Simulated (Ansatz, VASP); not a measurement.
# Cross-check of Si3Ge5 (amorphous Si0.375Ge0.625) between VASP and Ansatz, part 2 of 3

Wanted: the spread between two codes on one cell, functional and k mesh. Of the first pair: The structure shown is the start of the Ansatz relaxation below; VASP solves that cell, so the two are compared at the walk's first step.

VASP 6.6.1 and Ansatz 0.2.0.

So far. Step 3 (VASP: single point, PBE, start cell, pair 1): The run ends at a pressure of 4.32 GPa, with forces up to 0.43 eV/Å.

**4. Comparison**

Known differences besides the potentials themselves: the cutoff is 420 eV in Ansatz and 410 eV in VASP (PREC = Accurate, projectors in real space). Total energies have different zeros and are not compared.

Forces on 10 of the 72 atoms, those with the largest forces and the largest differences (eV/Å; atoms numbered as in POSCAR):

```
atom         Ansatz x, y, z           VASP x, y, z
 Si1   -0.221, 0.187, 0.026   -0.217, 0.180, 0.029
 Si6  -0.228, 0.187, -0.089  -0.226, 0.188, -0.089
Si12   -0.149, 0.021, 0.288   -0.147, 0.020, 0.285
Si13   0.043, 0.039, -0.293   0.043, 0.039, -0.286
Si26  -0.148, 0.072, -0.412  -0.146, 0.070, -0.403
Ge34  -0.233, 0.106, -0.301  -0.226, 0.114, -0.303
Ge49   -0.091, 0.138, 0.147   -0.097, 0.135, 0.139
Ge55   -0.152, 0.331, 0.018   -0.146, 0.327, 0.020
Ge62  0.225, -0.056, -0.088  0.220, -0.058, -0.079
Ge67   0.111, -0.009, 0.116   0.108, -0.014, 0.107
```

The forces differ by 3.8 meV/Å r.m.s., which is 3.3 % of the r.m.s. force of 0.112 eV/Å (both taken over all components).

**5. VASP: single point, PBE, pair 2**

A single point gives forces, pressure and levels at one fixed geometry, so differences don't come from the geometry; what else differs is listed under the comparison. The cell compared in this pair holds 1624.55 Å³, against 1544.85 Å³ for the pair before.

INCAR reads:

```
SYSTEM = Si3Ge5
PREC = Accurate
ENCUT = 410
EDIFF = 1E-06
NELM = 120
ISMEAR = 0
SIGMA = 0.05
LREAL = Auto
ALGO = Normal
GGA = PE
NBANDS = 432
LORBIT = 11
LWAVE = .FALSE.
LCHARG = .FALSE.
ISIF = 2
LASPH = .TRUE.
GGA_COMPAT = .FALSE.
NCORE = 2
```

POSCAR reads:

```
Si3Ge5
1.0
   11.7556000000      0.0000000000      0.0000000000
    0.0000000000     11.7556000000      0.0000000000
    0.0000000000      0.0000000000     11.7556000000
Si Ge
27 45
Direct
    0.5855300000      0.9137300000      0.0431600000
    0.5114000000      0.4561600000      0.1057500000
    0.3724800000      0.1294400000      0.0802600000
    0.2975600000      0.3607500000      0.6158300000
    0.1730700000      0.5740900000      0.4693500000
    0.0920000000      0.8500400000      0.3074000000
    0.4343500000      0.8081900000      0.6213800000
    0.1233000000      0.4762800000      0.6519600000
    0.4237600000      0.0961400000      0.7775800000
    0.0708000000      0.6877200000      0.1917300000
    0.1154800000      0.5147800000      0.2841300000
    0.0803100000      0.7544100000      0.4965700000
    0.5101800000      0.2689200000      0.0277300000
    0.7176800000      0.7734400000      0.4053600000
    0.8794500000      0.0961600000      0.4146000000
    0.9778600000      0.0665200000      0.5840700000
    0.3733800000      0.5832000000      0.4039200000
    0.1095700000      0.2025000000      0.2245500000
    0.8979300000      0.9057700000      0.6703500000
    0.7317200000      0.6799200000      0.2265800000
    0.9350700000      0.4016900000      0.6137900000
    0.7196600000      0.9730600000      0.7385000000
    0.3099400000      0.7025800000      0.7623500000
    0.7025400000      0.8331400000      0.8840400000
    0.8863200000      0.8443500000      0.9757400000
    0.2067600000      0.2448800000      0.0509000000
    0.2278400000      0.6749300000      0.0681800000
    0.2974500000      0.8699300000      0.3139600000
    0.8340100000      0.3591600000      0.1116300000
    0.3826000000      0.0549700000      0.2814400000
    0.2475200000      0.4660800000      0.9990700000
    0.5616100000      0.7299700000      0.1229600000
    0.3607600000      0.3541000000      0.4081600000
    0.4933700000      0.7893100000      0.8361700000
    0.8955500000      0.6842200000      0.0985700000
    0.9348200000      0.2214100000      0.7131400000
    0.4002300000      0.9679600000      0.9428100000
    0.3777600000      0.7001500000      0.2160600000
    0.8910500000      0.1937400000      0.9720500000
    0.5375700000      0.6826100000      0.4943100000
    0.8747100000      0.3096000000      0.4340300000
    0.6996100000      0.0282000000      0.1626600000
    0.5335400000      0.9904900000      0.6377900000
    0.0281500000      0.8407300000      0.8264900000
    0.4775200000      0.4090400000      0.7092200000
    0.7512000000      0.1670000000      0.8084100000
    0.7511500000      0.6143500000      0.8552000000
    0.8873600000      0.0175000000      0.0835700000
    0.2441000000      0.1789500000      0.3752000000
    0.8961300000      0.5138600000      0.9732600000
    0.1155700000      0.6873300000      0.6953800000
    0.0888000000      0.2297800000      0.8700100000
    0.9852400000      0.3577900000      0.2633700000
    0.8041600000      0.5647600000      0.6546800000
    0.2319900000      0.8190400000      0.9196800000
    0.2570500000      0.8755000000      0.5228300000
    0.3227300000      0.4772000000      0.2123800000
    0.0776100000      0.4457700000      0.8677300000
    0.6850400000      0.4828900000      0.2207100000
    0.5529600000      0.2481900000      0.8286900000
    0.1799300000      0.0719700000      0.5500300000
    0.5556200000      0.6034000000      0.9533500000
    0.2491300000      0.1828100000      0.7122600000
    0.8700500000      0.7411500000      0.5468600000
    0.7137700000      0.9776000000      0.3643600000
    0.9999700000      0.0304500000      0.2576400000
    0.6510500000      0.2275700000      0.1657200000
    0.6186800000      0.5080400000      0.5773300000
    0.3878800000      0.5335300000      0.8506600000
    0.5475000000      0.2592500000      0.3583200000
    0.6864000000      0.3959600000      0.4129500000
    0.5423900000      0.0643900000      0.4352600000
```

KPOINTS reads:

```
Automatic mesh
0
Gamma
1 1 1
0 0 0
```

Potentials, in the order of the species: Si and Ge_d (PBE family, release 64).

Launch:

```
$ mpirun -np 8 vasp_gam
```

Numbers of over 12 decimals in the logs are rounded to 6 here.

Output:

```text
[... set-up lines as in an earlier step ...]
 entering main loop
       N       E                     dE             d eps       ncg     rms          rms(c)
DAV:   1     0.145801261059E+05    0.14580E+05   -0.25288E+05   976   0.410E+03
DAV:   2     0.321120206982E+04   -0.11369E+05   -0.10987E+05   864   0.103E+03
DAV:   3     0.213341231778E+03   -0.29979E+04   -0.28442E+04   928   0.289E+02
DAV:   4    -0.294780179577E+03   -0.50812E+03   -0.47619E+03  1008   0.120E+02
[...]
DAV:  17    -0.330061429586E+03   -0.31112E-04   -0.27760E-04  1216   0.662E-02    0.401E-03
DAV:  18    -0.330061435555E+03   -0.59695E-05   -0.49180E-05   928   0.297E-02    0.262E-03
DAV:  19    -0.330061436318E+03   -0.76293E-06   -0.69657E-06   752   0.199E-02
   1 F= -.33006144E+03 E0= -.33004379E+03  d E =-.352910E-01
```

OUTCAR, selected parts (step 5):

```text
 POSITION                                       TOTAL-FORCE (eV/Angst)
 -----------------------------------------------------------------------------------
      6.88326     10.74144      0.50737        -0.247688     -0.268690     -0.719829
      6.01181      5.36243      1.24315        -0.016199     -0.221946      0.014869
      4.37873      1.52164      0.94350         0.022740      0.078371      0.014110
      3.49800      4.24083      7.23945         0.075671     -0.012369      0.058313
      2.03454      6.74877      5.51749         0.245473      0.245192     -0.513033
      1.08152      9.99273      3.61367         0.201915     -0.313836      0.447491
      5.10604      9.50076      7.30469        -0.290965      0.026066      0.525360
      1.44947      5.59896      7.66418         0.317884      0.047486     -0.540261
      4.98155      1.13018      9.14092         0.405288     -0.396398      0.084869
      0.83230      8.08456      2.25390         0.169422      0.051317      0.154794
      1.35754      6.05155      3.34012         0.385251      0.382525      0.123422
      0.94409      8.86854      5.83748        -0.117834     -0.012075     -0.656581
      5.99747      3.16132      0.32598        -0.279107      0.146543      0.356155
      8.43676      9.09225      4.76525        -0.341814     -0.232142      0.090049
[...]
-----------------------------------------------------------------------------------
    total drift:                                0.005153     -0.004210     -0.009000

  FREE ENERGIE OF THE ION-ELECTRON SYSTEM (eV)
  ---------------------------------------------------
  free  energy   TOTEN  =      -330.0614363183 eV

  energy  without entropy=     -330.0261452726  energy(sigma->0) =     -330.04379080
```

The run ends at a pressure of 0.40 GPa, with forces up to 0.84 eV/Å.

**6. Ansatz: single point, PBE, pair 2**

The same cell, functional, mesh and smearing now go to Ansatz, which takes its cutoff from its data sets.

The cell is taken from a series of runs on this material, whose earlier steps may have relaxed, scaled, displaced or heated it; both programs get it as it stands.

input.yaml reads:

```yaml
crystal:
  lattice:
    - [11.7556, 0.0, 0.0]
    - [0.0, 11.7556, 0.0]
    - [0.0, 0.0, 11.7556]
  atoms:
    - { symbol: Si, position: [0.58553, 0.91373, 0.04316] }
    - { symbol: Si, position: [0.5114, 0.45616, 0.10575] }
    - { symbol: Si, position: [0.37248, 0.12944, 0.08026] }
    - { symbol: Si, position: [0.29756, 0.36075, 0.61583] }
    - { symbol: Si, position: [0.17307, 0.57409, 0.46935] }
    - { symbol: Si, position: [0.092, 0.85004, 0.3074] }
    - { symbol: Si, position: [0.43435, 0.80819, 0.62138] }
    - { symbol: Si, position: [0.1233, 0.47628, 0.65196] }
    - { symbol: Si, position: [0.42376, 0.09614, 0.77758] }
    - { symbol: Si, position: [0.0708, 0.68772, 0.19173] }
    - { symbol: Si, position: [0.11548, 0.51478, 0.28413] }
    - { symbol: Si, position: [0.08031, 0.75441, 0.49657] }
    - { symbol: Si, position: [0.51018, 0.26892, 0.02773] }
    - { symbol: Si, position: [0.71768, 0.77344, 0.40536] }
    - { symbol: Si, position: [0.87945, 0.09616, 0.4146] }
    - { symbol: Si, position: [0.97786, 0.06652, 0.58407] }
    - { symbol: Si, position: [0.37338, 0.5832, 0.40392] }
    - { symbol: Si, position: [0.10957, 0.2025, 0.22455] }
    - { symbol: Si, position: [0.89793, 0.90577, 0.67035] }
    - { symbol: Si, position: [0.73172, 0.67992, 0.22658] }
    - { symbol: Si, position: [0.93507, 0.40169, 0.61379] }
    - { symbol: Si, position: [0.71966, 0.97306, 0.7385] }
    - { symbol: Si, position: [0.30994, 0.70258, 0.76235] }
    - { symbol: Si, position: [0.70254, 0.83314, 0.88404] }
    - { symbol: Si, position: [0.88632, 0.84435, 0.97574] }
    - { symbol: Si, position: [0.20676, 0.24488, 0.0509] }
    - { symbol: Si, position: [0.22784, 0.67493, 0.06818] }
    - { symbol: Ge, position: [0.29745, 0.86993, 0.31396] }
    - { symbol: Ge, position: [0.83401, 0.35916, 0.11163] }
    - { symbol: Ge, position: [0.3826, 0.05497, 0.28144] }
    - { symbol: Ge, position: [0.24752, 0.46608, 0.99907] }
    - { symbol: Ge, position: [0.56161, 0.72997, 0.12296] }
    - { symbol: Ge, position: [0.36076, 0.3541, 0.40816] }
    - { symbol: Ge, position: [0.49337, 0.78931, 0.83617] }
    - { symbol: Ge, position: [0.89555, 0.68422, 0.09857] }
    - { symbol: Ge, position: [0.93482, 0.22141, 0.71314] }
    - { symbol: Ge, position: [0.40023, 0.96796, 0.94281] }
    - { symbol: Ge, position: [0.37776, 0.70015, 0.21606] }
    - { symbol: Ge, position: [0.89105, 0.19374, 0.97205] }
    - { symbol: Ge, position: [0.53757, 0.68261, 0.49431] }
    - { symbol: Ge, position: [0.87471, 0.3096, 0.43403] }
    - { symbol: Ge, position: [0.69961, 0.0282, 0.16266] }
    - { symbol: Ge, position: [0.53354, 0.99049, 0.63779] }
    - { symbol: Ge, position: [0.02815, 0.84073, 0.82649] }
    - { symbol: Ge, position: [0.47752, 0.40904, 0.70922] }
    - { symbol: Ge, position: [0.7512, 0.167, 0.80841] }
    - { symbol: Ge, position: [0.75115, 0.61435, 0.8552] }
    - { symbol: Ge, position: [0.88736, 0.0175, 0.08357] }
    - { symbol: Ge, position: [0.2441, 0.17895, 0.3752] }
    - { symbol: Ge, position: [0.89613, 0.51386, 0.97326] }
    - { symbol: Ge, position: [0.11557, 0.68733, 0.69538] }
    - { symbol: Ge, position: [0.0888, 0.22978, 0.87001] }
    - { symbol: Ge, position: [0.98524, 0.35779, 0.26337] }
    - { symbol: Ge, position: [0.80416, 0.56476, 0.65468] }
    - { symbol: Ge, position: [0.23199, 0.81904, 0.91968] }
    - { symbol: Ge, position: [0.25705, 0.8755, 0.52283] }
    - { symbol: Ge, position: [0.32273, 0.4772, 0.21238] }
    - { symbol: Ge, position: [0.07761, 0.44577, 0.86773] }
    - { symbol: Ge, position: [0.68504, 0.48289, 0.22071] }
    - { symbol: Ge, position: [0.55296, 0.24819, 0.82869] }
    - { symbol: Ge, position: [0.17993, 0.07197, 0.55003] }
    - { symbol: Ge, position: [0.55562, 0.6034, 0.95335] }
    - { symbol: Ge, position: [0.24913, 0.18281, 0.71226] }
    - { symbol: Ge, position: [0.87005, 0.74115, 0.54686] }
    - { symbol: Ge, position: [0.71377, 0.9776, 0.36436] }
    - { symbol: Ge, position: [0.99997, 0.03045, 0.25764] }
    - { symbol: Ge, position: [0.65105, 0.22757, 0.16572] }
    - { symbol: Ge, position: [0.61868, 0.50804, 0.57733] }
    - { symbol: Ge, position: [0.38788, 0.53353, 0.85066] }
    - { symbol: Ge, position: [0.5475, 0.25925, 0.35832] }
    - { symbol: Ge, position: [0.6864, 0.39596, 0.41295] }
    - { symbol: Ge, position: [0.54239, 0.06439, 0.43526] }
kpoints:
  mp_grid: { grid: [1, 1, 1] }
hamiltonian:
  xc: pbe
scf:
  occupations: { method: gaussian, width: 0.05 }
output:
  forces: true
```

Launch:

```
$ ansatz run input.yaml --threads 4 --pin off --max-ram 8192MiB --backend cpu --events-out ev --progress --plain --runs-dir out
```

Output:

```text
[...]
Crystal: 72 atoms, lattice volume = 1624.555 Å³
Basis set: ecut = 420 eV, 31559 PW (Γ), exchange–correlation on 160×160×160 points (8 copies of the dense FFT grid, shifted against one another)
Bands: 441, of which v1, the nominal top of the filled ones, is band 369 counted from 1 (368 counted from 0)
Symmetry: 1 space group operations
[...]
k-points: 1
[...]
atom   5  Si     0.24592278     0.24193490    -0.51093035
  atom   6  Si     0.20146947    -0.31317143     0.45046147
  atom   7  Si    -0.29244440     0.02693097     0.52699187
  atom   8  Si     0.31742216     0.04654747    -0.53739744
[...]
atom  69  Ge    -0.30759199    -0.06823221     0.15890327
  atom  70  Ge    -0.09753378     0.00002219    -0.00653584
  atom  71  Ge    -0.12829332     0.21887512    -0.02484934
  atom  72  Ge    -0.51341500     0.02077235    -0.15057321
  max |Σ_I F_I| component: 3.70e-5 eV/Å
[key lines of the parts left out:]
SCF converged after 11 iterations
Free energy (F): -210421.412756 eV
Fermi energy:    7.302555 eV
```

**7. Comparison**

Forces on 9 of the 72 atoms, those with the largest forces and the largest differences (eV/Å; atoms numbered as in POSCAR):

```
atom          Ansatz x, y, z            VASP x, y, z
 Si1  -0.251, -0.263, -0.723  -0.248, -0.269, -0.720
Si12  -0.119, -0.008, -0.658  -0.118, -0.012, -0.657
Si24    0.731, -0.027, 0.417    0.732, -0.021, 0.417
Ge35    -0.246, 0.122, 0.001    -0.239, 0.129, 0.006
Ge37    -0.176, 0.753, 0.135    -0.175, 0.761, 0.139
Ge48   0.512, -0.400, -0.420   0.511, -0.406, -0.419
Ge57  -0.188, -0.691, -0.077  -0.186, -0.696, -0.076
Ge62    0.316, -0.514, 0.333    0.314, -0.519, 0.337
Ge67     0.403, 0.148, 0.429     0.397, 0.143, 0.422
```

The forces differ by 3.1 meV/Å r.m.s., which is 1.2 % of the r.m.s. force of 0.259 eV/Å (both taken over all components).

**8. Ansatz: relaxation, PBE**

The two programs are compared at the cell with which this relaxation starts, whose forces are those of its first step. The cell compared in this pair holds 1479.11 Å³, against 1624.55 Å³ for the pair before.

The structure compared here is the start of the Ansatz relaxation; VASP solves that cell, so the two are compared at the walk's first step.

input.yaml reads:

```yaml
crystal:
  lattice:
    - [11.14111, -0.06123, 0.06927]
    - [-0.06123, 11.4219, 0.03534]
    - [0.06927, 0.03534, 11.62427]
  atoms:
    - { symbol: Si, position: [0.56167, 0.91952, 0.03418] }
    - { symbol: Si, position: [0.48898, 0.44553, 0.1227] }
    - { symbol: Si, position: [0.3661, 0.13905, 0.08824] }
    - { symbol: Si, position: [0.31806, 0.36569, 0.62029] }
    - { symbol: Si, position: [0.17791, 0.5863, 0.43554] }
    - { symbol: Si, position: [0.08328, 0.84707, 0.297] }
    - { symbol: Si, position: [0.41661, 0.8056, 0.62355] }
    - { symbol: Si, position: [0.14517, 0.48024, 0.59806] }
    - { symbol: Si, position: [0.43088, 0.09985, 0.78072] }
    - { symbol: Si, position: [0.06346, 0.69211, 0.17742] }
    - { symbol: Si, position: [0.11693, 0.51833, 0.2618] }
    - { symbol: Si, position: [0.08395, 0.76129, 0.47355] }
    - { symbol: Si, position: [0.51289, 0.27024, 0.03671] }
    - { symbol: Si, position: [0.71493, 0.76672, 0.41333] }
    - { symbol: Si, position: [0.87007, 0.09053, 0.4124] }
    - { symbol: Si, position: [0.97313, 0.06035, 0.57774] }
    - { symbol: Si, position: [0.37559, 0.57457, 0.3822] }
    - { symbol: Si, position: [0.09402, 0.20066, 0.22777] }
    - { symbol: Si, position: [0.89809, 0.90025, 0.67264] }
    - { symbol: Si, position: [0.71989, 0.68024, 0.23589] }
    - { symbol: Si, position: [0.96151, 0.38757, 0.59249] }
    - { symbol: Si, position: [0.72136, 0.97909, 0.74238] }
    - { symbol: Si, position: [0.31236, 0.71411, 0.76963] }
    - { symbol: Si, position: [0.6914, 0.86011, 0.89736] }
    - { symbol: Si, position: [0.87763, 0.83508, 0.97066] }
    - { symbol: Si, position: [0.19777, 0.2445, 0.06568] }
    - { symbol: Si, position: [0.22818, 0.70357, 0.06492] }
    - { symbol: Ge, position: [0.28961, 0.87637, 0.31283] }
    - { symbol: Ge, position: [0.80996, 0.35567, 0.13123] }
    - { symbol: Ge, position: [0.37438, 0.06739, 0.28401] }
    - { symbol: Ge, position: [0.24509, 0.52129, 0.98232] }
    - { symbol: Ge, position: [0.55587, 0.74523, 0.13235] }
    - { symbol: Ge, position: [0.37105, 0.36155, 0.4216] }
    - { symbol: Ge, position: [0.60373, 0.70039, 0.80222] }
    - { symbol: Ge, position: [0.87727, 0.6782, 0.09976] }
    - { symbol: Ge, position: [0.93474, 0.2176, 0.70483] }
    - { symbol: Ge, position: [0.38633, 0.99489, 0.95018] }
    - { symbol: Ge, position: [0.36961, 0.70693, 0.22053] }
    - { symbol: Ge, position: [0.89934, 0.1979, 0.97796] }
    - { symbol: Ge, position: [0.5281, 0.67805, 0.49731] }
    - { symbol: Ge, position: [0.87206, 0.3041, 0.42855] }
    - { symbol: Ge, position: [0.68866, 0.01518, 0.16082] }
    - { symbol: Ge, position: [0.52935, 0.98233, 0.64377] }
    - { symbol: Ge, position: [0.02519, 0.82142, 0.82042] }
    - { symbol: Ge, position: [0.48996, 0.42299, 0.72446] }
    - { symbol: Ge, position: [0.76011, 0.16636, 0.81962] }
    - { symbol: Ge, position: [0.7873, 0.59967, 0.83211] }
    - { symbol: Ge, position: [0.88762, 0.00761, 0.07865] }
    - { symbol: Ge, position: [0.23443, 0.19764, 0.37398] }
    - { symbol: Ge, position: [0.88264, 0.50322, 0.98513] }
    - { symbol: Ge, position: [0.11726, 0.63026, 0.73748] }
    - { symbol: Ge, position: [0.10096, 0.25682, 0.86418] }
    - { symbol: Ge, position: [0.97581, 0.36227, 0.25927] }
    - { symbol: Ge, position: [0.84093, 0.54818, 0.64173] }
    - { symbol: Ge, position: [0.23765, 0.83923, 0.91075] }
    - { symbol: Ge, position: [0.25539, 0.88287, 0.51876] }
    - { symbol: Ge, position: [0.27505, 0.4164, 0.15953] }
    - { symbol: Ge, position: [0.07182, 0.47055, 0.87771] }
    - { symbol: Ge, position: [0.66172, 0.48262, 0.24115] }
    - { symbol: Ge, position: [0.5602, 0.25358, 0.83696] }
    - { symbol: Ge, position: [0.18116, 0.08134, 0.54771] }
    - { symbol: Ge, position: [0.58023, 0.58865, 0.99777] }
    - { symbol: Ge, position: [0.25697, 0.19101, 0.71096] }
    - { symbol: Ge, position: [0.88123, 0.73725, 0.54694] }
    - { symbol: Ge, position: [0.70198, 0.97011, 0.36355] }
    - { symbol: Ge, position: [0.98893, 0.0255, 0.25768] }
    - { symbol: Ge, position: [0.64372, 0.21661, 0.18093] }
    - { symbol: Ge, position: [0.63107, 0.51933, 0.59268] }
    - { symbol: Ge, position: [0.41676, 0.56541, 0.85892] }
    - { symbol: Ge, position: [0.55231, 0.25482, 0.37863] }
    - { symbol: Ge, position: [0.68463, 0.40139, 0.42946] }
    - { symbol: Ge, position: [0.52725, 0.05611, 0.43986] }
kpoints:
  mp_grid: { grid: [1, 1, 1] }
hamiltonian:
  xc: pbe
scf:
  occupations: { method: gaussian, width: 0.05 }
output:
  forces: true
  eigenvalues: true
  stress: true
relax:
  f_tol: 0.05
  max_steps: 70
```

Output:

```text
[...]
Crystal: 72 atoms, lattice volume = 1479.106 Å³
Basis set: ecut = 420 eV, 28905 PW (Γ), exchange–correlation on 150×160×160 points (8 copies of the dense FFT grid, shifted against one another)
Bands: 443, of which v1, the nominal top of the filled ones, is band 369 counted from 1 (368 counted from 0)
Symmetry: 1 space group operations
[...]
k-points: 1
[...]
- { symbol: Ge, position: [0.371246, 0.068155, 0.279923] }
    - { symbol: Ge, position: [0.236631, 0.509490, 0.980174] }
    - { symbol: Ge, position: [0.560683, 0.746381, 0.126842] }
    - { symbol: Ge, position: [0.371800, 0.362609, 0.416782] }
    - { symbol: Ge, position: [0.585953, 0.711972, 0.789209] }
    - { symbol: Ge, position: [0.875527, 0.669812, 0.099529] }
[...]
- { symbol: Ge, position: [0.415028, 0.559111, 0.863015] }
    - { symbol: Ge, position: [0.553967, 0.253583, 0.384662] }
    - { symbol: Ge, position: [0.686768, 0.402542, 0.439956] }
    - { symbol: Ge, position: [0.519417, 0.053764, 0.441415] }
```

(Part 2 of 3 ends here.)

[Lines on the potential files, build, host, timing and source positions are cut from VASP's logs without a mark.]

[Logs are printed without paths, hosts, clocks, repeated set-up lines and the standing remarks that a program may print on its own settings, such as how far it seeks lower states.]

[Hosts, paths, dates, database ids (printed as entryN), source tags and the programs' standing remarks are cut or masked in the printed files.]
